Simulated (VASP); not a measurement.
# Lattice vibrations of MoS2

Aim: the phonon dispersion and thermal properties of MoS2. The start is a cell from a database of measured crystal structures.

Calculated with VASP 6.6.1; LDA, no spin polarisation; plane waves and PAW (Mo, S).

The database entry behind the starting cell differs from later determinations by our own check (about 0.3 % long), so it need not match the best structure at ambient conditions.

**1. The starting structure**

It takes space group P6_3/mmc (No. 194, hexagonal). The conventional cell has a = 3.169 Å, b = 3.169 Å, c = 12.324 Å, α = 90.00°, β = 90.00°, γ = 120.00°. Nearest to Mo lie 6 S at 2.41 Å. Nearest to S lie 3 Mo at 2.41 Å. Farther neighbours and most contacts between anions are not listed.

As a file:

```
Mo S
1.0
     3.16900    0.00000    0.00000
    -1.58450    2.74443    0.00000
     0.00000    0.00000   12.32400
Mo S
2 4
Direct
  0.66667 0.33333 0.75000
  0.33333 0.66667 0.25000
  0.66667 0.33333 0.37700
  0.33333 0.66667 0.87700
  0.66667 0.33333 0.12300
  0.33333 0.66667 0.62300
```

**2. Relax the host**

Cell and atoms are relaxed first, so that later runs start from this functional's own cell.

The input, INCAR:

```
SYSTEM = MoS2
PREC = Accurate
ENCUT = 350
EDIFF = 1E-06
NELM = 120
ISMEAR = 0
SIGMA = 0.05
LREAL = .FALSE.
ALGO = Normal
GGA = CA
NBANDS = 24
LASPH = .TRUE.
LORBIT = 11
LWAVE = .FALSE.
LCHARG = .FALSE.
KPAR = 4
IBRION = 2
NSW = 40
ISIF = 3
EDIFFG = -0.02
POTIM = 0.4
```

The input, POSCAR:

```
MoS2
1.0
    3.1690000000      0.0000000000      0.0000000000
   -1.5845000000      2.7444345046      0.0000000000
    0.0000000000      0.0000000000     12.3240000000
Mo S
2 4
Direct
    0.6666666667      0.3333333333      0.7500000000
    0.3333333333      0.6666666667      0.2500000000
    0.6666666667      0.3333333333      0.3770000000
    0.3333333333      0.6666666667      0.8770000000
    0.6666666667      0.3333333333      0.1230000000
    0.3333333333      0.6666666667      0.6230000000
```

The input, KPOINTS:

```
Automatic mesh
0
Gamma
7 7 2
0 0 0
```

Potentials, in the order of the species: Mo and S (LDA family, release 64).

Launch:

```bash
$ mpirun -np 4 vasp_std
```

The log of the run:

```text
[banner, memory and clock lines left out]
running    4 mpi-ranks, on    1 nodes
 distrk:  each k-point on    1 cores,    4 groups
 distr:  one band on    1 cores,    1 groups

 POSCAR found type information on POSCAR MoS
 POSCAR found :  2 types and       6 ions
 LDA part: xc-table for (Slater(with rela. corr.)+CA(PZ))
 , standard interpolation
 POSCAR, INCAR and KPOINTS ok, starting setup
 FFT: planning ... GRIDC
 FFT: planning ... GRID_SOFT
 FFT: planning ... GRID
 WAVECAR not read
 entering main loop
       N       E                     dE             d eps       ncg     rms          rms(c)
DAV:   1     0.137371079593E+03    0.13737E+03   -0.12982E+04   768   0.965E+02
DAV:   2    -0.413627516690E+02   -0.17873E+03   -0.17129E+03  1072   0.217E+02
DAV:   3    -0.517601638074E+02   -0.10397E+02   -0.10327E+02  1024   0.546E+01
DAV:   4    -0.519625647504E+02   -0.20240E+00   -0.20207E+00  1008   0.817E+00
DAV:   5    -0.519673710738E+02   -0.48063E-02   -0.48047E-02  1024   0.114E+00    0.356E+01
DAV:   6    -0.497359893057E+02    0.22314E+01   -0.16511E+01   928   0.200E+01    0.131E+01
DAV:   7    -0.493619302423E+02    0.37406E+00   -0.89483E+00   936   0.169E+01    0.961E+00
DAV:   8    -0.489123746977E+02    0.44956E+00   -0.13409E+00   984   0.670E+00    0.239E+00
DAV:   9    -0.489137933066E+02   -0.14186E-02   -0.16537E-01  1088   0.212E+00    0.675E-01
DAV:  10    -0.489091910494E+02    0.46023E-02   -0.27730E-02  1032   0.936E-01    0.271E-01
DAV:  11    -0.489089933115E+02    0.19774E-03   -0.29473E-03  1064   0.332E-01    0.797E-02
DAV:  12    -0.489089527323E+02    0.40579E-04   -0.37103E-04   992   0.123E-01    0.400E-02
DAV:  13    -0.489089518735E+02    0.85884E-06   -0.22601E-05  1008   0.324E-02    0.245E-02
DAV:  14    -0.489089525978E+02   -0.72434E-06   -0.42055E-06   976   0.101E-02
   1 F= -.48908953E+02 E0= -.48908953E+02  d E =-.489090E+02
 curvature:   0.00 expect dE= 0.000E+00 dE for cont linesearch  0.000E+00
 trial: gam= 0.00000 g(F)=  0.285E-01 g(S)=  0.267E+00 ort = 0.000E+00 (trialstep = 0.100E+01)
 search vector abs. value=  0.296E+00
 bond charge predicted
       N       E                     dE             d eps       ncg     rms          rms(c)
DAV:   1    -0.492695078815E+02   -0.36056E+00   -0.14910E+01   784   0.223E+01    0.974E+00
DAV:   2    -0.489366395203E+02    0.33287E+00   -0.70127E-01   776   0.445E+00    0.491E+00
DAV:   3    -0.488308368795E+02    0.10580E+00   -0.29252E-01   784   0.266E+00    0.928E-01
DAV:   4    -0.488289180515E+02    0.19188E-02   -0.15761E-02  1024   0.832E-01    0.900E-01
DAV:   5    -0.488275362909E+02    0.13818E-02   -0.48948E-03   952   0.429E-01    0.285E-01
DAV:   6    -0.488274236404E+02    0.11265E-03   -0.59076E-04   992   0.128E-01    0.599E-02
DAV:   7    -0.488274073018E+02    0.16339E-04   -0.11640E-04   888   0.553E-02    0.285E-02
DAV:   8    -0.488274066329E+02    0.66897E-06   -0.11874E-05   952   0.204E-02    0.234E-02
DAV:   9    -0.488274054739E+02    0.11589E-05   -0.37162E-06   768   0.934E-03    0.110E-02
DAV:  10    -0.488274053218E+02    0.15209E-06   -0.56067E-07   496   0.391E-03
   2 F= -.48827405E+02 E0= -.48827405E+02  d E =0.815473E-01
[... from here on, the cycles between the ionic steps are left out ...]
   3 F= -.48970311E+02 E0= -.48970311E+02  d E =-.613581E-01
   4 F= -.48970315E+02 E0= -.48970315E+02  d E =-.613625E-01
   5 F= -.48976500E+02 E0= -.48976500E+02  d E =-.618535E-02
   6 F= -.48976690E+02 E0= -.48976690E+02  d E =-.637504E-02
   7 F= -.48977334E+02 E0= -.48977334E+02  d E =-.644019E-03
   8 F= -.48978604E+02 E0= -.48978604E+02  d E =-.191400E-02
   9 F= -.48978208E+02 E0= -.48978208E+02  d E =-.151784E-02
  10 F= -.48978929E+02 E0= -.48978929E+02  d E =-.223929E-02
  11 F= -.48979091E+02 E0= -.48979091E+02  d E =-.161578E-03
  12 F= -.48979543E+02 E0= -.48979543E+02  d E =-.613757E-03
  13 F= -.48980296E+02 E0= -.48980296E+02  d E =-.136704E-02
  14 F= -.48981175E+02 E0= -.48981175E+02  d E =-.224582E-02
  15 F= -.48980176E+02 E0= -.48980176E+02  d E =-.124646E-02
 curvature:  16.72 expect dE= 0.460E-01 dE for cont linesearch  0.518E-02
 ZBRENT: bracketing found
 ZBRENT: interpolating
 opt :   0.7715  next Energy=   -48.981304 (dE=-0.237E-02)
 bond charge predicted
       N       E                     dE             d eps       ncg     rms          rms(c)
DAV:   1    -0.489880860196E+02   -0.79091E-02   -0.72236E-01   768   0.409E+00    0.812E-01
DAV:   2    -0.489834120857E+02    0.46739E-02   -0.42382E-02   768   0.131E+00    0.477E-01
DAV:   3    -0.489820800383E+02    0.13320E-02   -0.18493E-03  1032   0.295E-01    0.256E-01
DAV:   4    -0.489812910721E+02    0.78897E-03   -0.34209E-03   792   0.265E-01    0.107E-01
DAV:   5    -0.489812859305E+02    0.51415E-05   -0.25020E-04   816   0.970E-02    0.375E-02
DAV:   6    -0.489812792010E+02    0.67295E-05   -0.40261E-05  1032   0.342E-02    0.158E-02
DAV:   7    -0.489812785650E+02    0.63602E-06   -0.46136E-06   864   0.126E-02
  16 F= -.48981279E+02 E0= -.48981279E+02  d E =-.234912E-02
 curvature:  -0.42 expect dE=-0.109E-03 dE for cont linesearch -0.371E-06
 trial: gam= 0.03405 g(F)=  0.365E-04 g(S)=  0.225E-03 ort =-0.222E-03 (trialstep = 0.176E+00)
 search vector abs. value=  0.310E-03
 reached required accuracy - stopping structural energy minimisation
```

Run time: 32 s. Hardware: 4 MPI ranks of Intel Xeon 6975P-C (Granite Rapids), shared host; peak memory 0.71 GiB.

The logs omit lines about the potential files and the build; timing stands in the text.

Parts of OUTCAR (step 2):

```text
ion  position               nearest neighbor table
   1  0.667  0.333  0.750-   4 2.41   6 2.41   4 2.41   6 2.41   4 2.41   6 2.41
   2  0.333  0.667  0.250-   3 2.41   5 2.41   3 2.41   5 2.41   3 2.41   5 2.41
   3  0.667  0.333  0.377-   2 2.41   2 2.41   2 2.41
   4  0.333  0.667  0.877-   1 2.41   1 2.41   1 2.41
   5  0.667  0.333  0.123-   2 2.41   2 2.41   2 2.41
   6  0.333  0.667  0.623-   1 2.41   1 2.41   1 2.41

  LATTYP: Found a hexagonal cell.
 ALAT       =     3.1690000000
 C/A-ratio  =     3.8889239508

 Subroutine GETGRP returns: Found 24 space group operations
 (whereof 12 operations were pure point group operations)

The static configuration has the point symmetry D_3d.
 The point group associated with its full space group is D_6h.

 Found     16 irreducible k-points:

   k-points           NKPTS =     16   k-points in BZ     NKDIM =     16   number of bands    NBANDS=     24

   dimension x,y,z NGX =    20 NGY =   20 NGZ =   80
   dimension x,y,z NGXF=    40 NGYF=   40 NGZF=  160

   ENCUT  =  350.0 eV  25.72 Ry    5.07 a.u.   4.83  4.83 18.80*2*pi/ulx,y,z

   NELECT =      36.0000    total number of electrons

 k-points in reciprocal lattice and weights: Automatic mesh
   0.00000000  0.00000000  0.00000000       0.010
   0.14285714  0.00000000  0.00000000       0.061
   0.28571429  0.00000000  0.00000000       0.061
   0.42857143 -0.00000000  0.00000000       0.061
   0.14285714  0.14285714  0.00000000       0.061
   0.28571429  0.14285714  0.00000000       0.122
   0.42857143  0.14285714  0.00000000       0.061
   0.28571429  0.28571429  0.00000000       0.061
   0.00000000  0.00000000  0.50000000       0.010
[...]
0.42857143  0.14285714  0.50000000       0.061
   0.28571429  0.28571429  0.50000000       0.061

 average (electrostatic) potential at core
       1 -37.8564       2 -37.8564       3 -86.1111       4 -86.1111       5 -86.1111
       6 -86.1111

 E-fermi :   6.5701

 k-point     1 :       0.0000    0.0000    0.0000
  band No.  band energies     occupation
    ...
     14       4.1383      2.00000
     15       4.1383      2.00000
     16       4.9199      2.00000
     17       5.2531      2.00000
     18       6.3255      2.00000
     19       8.4889      0.00000
     20       8.4889      0.00000
     21       8.5270      0.00000
     22       8.5270      0.00000
     23       8.6452      0.00000
    ...

 k-point     2 :       0.1429    0.0000    0.0000
  band No.  band energies     occupation
    ...
     14       3.6863      2.00000
     15       4.2184      2.00000
     16       4.9497      2.00000
     17       5.3135      2.00000
     18       5.6769      2.00000
     19       7.9910      0.00000
     20       8.2232      0.00000
     21       8.2867      0.00000
     22       8.4512      0.00000
     23       8.4574      0.00000
    ...

 k-point     3 :       0.2857    0.0000    0.0000
  band No.  band energies     occupation
    ...
     14       3.9862      2.00000
     15       4.0958      2.00000
     16       4.4503      2.00000
     17       4.4896      2.00000
     18       4.6908      2.00000
     19       7.4783      0.00000
     20       7.8420      0.00000
     21       8.0997      0.00000
     22       8.4300      0.00000
     23       8.5537      0.00000
    ...

  Total       -0.1118315     -0.1118315      0.0999576      0.0000000      0.0000000      0.0000000
  in kB       -1.7582154     -1.7582154      1.5715346      0.0000000      0.0000000      0.0000000
  external PRESSURE =      -0.6482988 kB  Pullay stress =       0.0000000 kB

  energy-cutoff  :      350.00
  volume of cell :      101.91
      direct lattice vectors                 reciprocal lattice vectors
     3.125292228  0.000000000  0.000000000     0.319970079  0.184734811  0.000000000
    -1.562646114  2.706582464 -0.000000000     0.000000000  0.369469622  0.000000000
    -0.000000000  0.000000000 12.047328963    -0.000000000 -0.000000000  0.083005951

 POSITION                                       TOTAL-FORCE (eV/Angst)
 -----------------------------------------------------------------------------------
      1.56265      0.90219      9.03550        -0.000000     -0.000000      0.000000
     -0.00000      1.80439      3.01183        -0.000000     -0.000000      0.000000
      1.56265      0.90219      4.56792         0.000000     -0.000000      0.015372
     -0.00000      1.80439     10.59158        -0.000000      0.000000      0.015372
      1.56265      0.90219      1.45574         0.000000     -0.000000     -0.015372
     -0.00000      1.80439      7.47941        -0.000000      0.000000     -0.015372
 -----------------------------------------------------------------------------------
    total drift:                               -0.000000      0.000000     -0.000000

  FREE ENERGIE OF THE ION-ELECTRON SYSTEM (eV)
  ---------------------------------------------------
  free  energy   TOTEN  =       -48.9812785650 eV

  energy  without entropy=      -48.9812785650  energy(sigma->0) =      -48.98127856

 reached required accuracy - stopping structural energy minimisation

 total charge
# of ion       s       p       d       tot
------------------------------------------
    1        0.436   0.641   4.494   5.572
    2        0.436   0.641   4.494   5.572
    3        1.364   2.333   0.000   3.698
    4        1.364   2.333   0.000   3.698
    5        1.364   2.333   0.000   3.698
    6        1.364   2.333   0.000   3.698
--------------------------------------------------
tot          6.330  10.616   8.988  25.933

[... 3 further parts left out ...]
```

This run has no spin polarisation, so a moment on Mo, if there is one, isn't seen. The gap is read on the k-mesh alone, so it is an upper bound where the band edges lie off the mesh. The data set Mo keeps the semicore shell frozen, which is cheaper and a little less accurate. The run keeps the 24 symmetry operations of its start, so it cannot find a distortion of lower symmetry.

Step by step:

```
step  energy less that of the first step (eV)  largest force (eV/Å)  pressure (GPa)  volume (Å³)
   1                                   0.0000                0.4295           -5.55       107.18
   2                                   0.0815                1.2323            9.17        99.68
   3                                  -0.0614                0.1816           -0.30       104.11
   4                                  -0.0614                0.1948           -0.18       104.05
   5                                  -0.0675                0.0757           -0.05       103.53
   6                                  -0.0677                0.0514           -0.02       103.42
   7                                  -0.0684                0.0339           -0.15       103.36
   8                                  -0.0697                0.0179           -0.53       103.20
   9                                  -0.0693                0.1208           -1.26       102.86
  10                                  -0.0700                0.0565           -0.81       103.07
  11                                  -0.0701                0.0542           -0.79       103.03
  12                                  -0.0706                0.0467           -0.72       102.90
  13                                  -0.0713                0.0318           -0.56       102.66
  14                                  -0.0722                0.0014           -0.25       102.17
  15                                  -0.0712                0.0577            0.40       101.19
  16                                  -0.0723                0.0154           -0.06       101.91
```

```
conventional cell, symmetrised  before   after  change
                         a (Å)   3.169   3.125  -1.4 %
                         b (Å)   3.169   3.125  -1.4 %
                         c (Å)  12.324  12.047  -2.2 %
              volume (Å³/atom)   17.86   16.98  -4.9 %
```

The atoms that moved most (Å, as changes of fractional coordinates times the final cell):

```
atom     dx     dy      dz  length
  S4  0.000  0.000   0.026   0.026
  S3  0.000  0.000   0.026   0.026
  S6  0.000  0.000  -0.026   0.026
  S5  0.000  0.000  -0.026   0.026
```

Final coordinates:

```xyz
6
Lattice="3.1253 0.0000 0.0000 -1.5626 2.7066 0.0000 0.0000 0.0000 12.0473" Properties=species:S:1:pos:R:3 pbc="T T T"
Mo    1.5626    0.9022    9.0355
Mo    0.0000    1.8044    3.0118
S     1.5626    0.9022    4.5679
S     0.0000    1.8044   10.5916
S     1.5626    0.9022    1.4557
S     0.0000    1.8044    7.4794
```

This step gave:

- electronic cycles: 118
- electrons: 36
- free energy (TOTEN): -48.98 eV
- Fermi energy: 6.570 eV
- pressure: -0.06483 GPa
- labelled metallic, from the levels on this mesh: no
- gap on the k-mesh: 0.8740 eV
- least direct gap on the k-mesh: 2.113 eV

The run ended after 16 ionic steps, 0.072 eV below its first step, once forces and stress met EDIFFG = -0.02.

[end of part 1 of 5]

[Lines on the potential files, build, host, timing and source positions are cut from VASP's logs without a mark.]

[Logs are printed without paths, hosts, clocks, repeated set-up lines and the standing remarks that a program may print on its own settings, such as how far it seeks lower states.]

[Hosts, paths, dates, database ids (printed as entryN), source tags and the programs' standing remarks are cut or masked in the printed files.]

[Runs that stopped without an error message from VASP are left out.]
